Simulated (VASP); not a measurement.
```xyz
8
Lattice="6.4597 0.0000 0.0000 0.0000 6.4597 0.0000 0.0000 0.0000 6.4597" Properties=species:S:1:pos:R:3 pbc="T T T"
Mg     0.0000     0.0000     0.0000
Mg     3.2298     3.2298     0.0000
Mg     3.2298     0.0000     3.2298
Te     1.6338     1.5960     1.5960
Te     4.8259     4.8637     1.5960
Te     4.8259     1.5960     4.8637
Te     1.6338     4.8637     4.8637
Hg     0.0000     3.2298     3.2298
```

The numbers are results of PBEsol GGA, VASP's PBE PAW potentials (set 64) (plane waves; VASP), not measurements. Settings: 400 eV cut-off, 4×4×4 Γ-centred mesh, tetrahedra with Blöchl corrections, potentials Mg Te Hg.

The cores are frozen, which limits the accuracy of field gradients.

**Question.** Give the principal components of the electric field gradient (V/Å²) and the asymmetry η at each nucleus.

**Answer.** 
```
atom    Vxx    Vyy    Vzz     η
----  -----  -----  -----  ----
Mg1     0.5    0.5   -1.1  0.00
Mg2     0.5    0.5   -1.1  0.00
Mg3     0.5    0.5   -1.1  0.00
Te4   -87.1  -87.1  174.1  0.00
Te5   -87.1  -87.1  174.1  0.00
Te6   -87.1  -87.1  174.1  0.00
Te7   -87.1  -87.1  174.1  0.00
Hg8     0.0    0.0    0.0     -
```

The structure was generated: HgMg3Te4 was put into an ordered model structure (P-43m), which need not be its known phase. It was relaxed first.
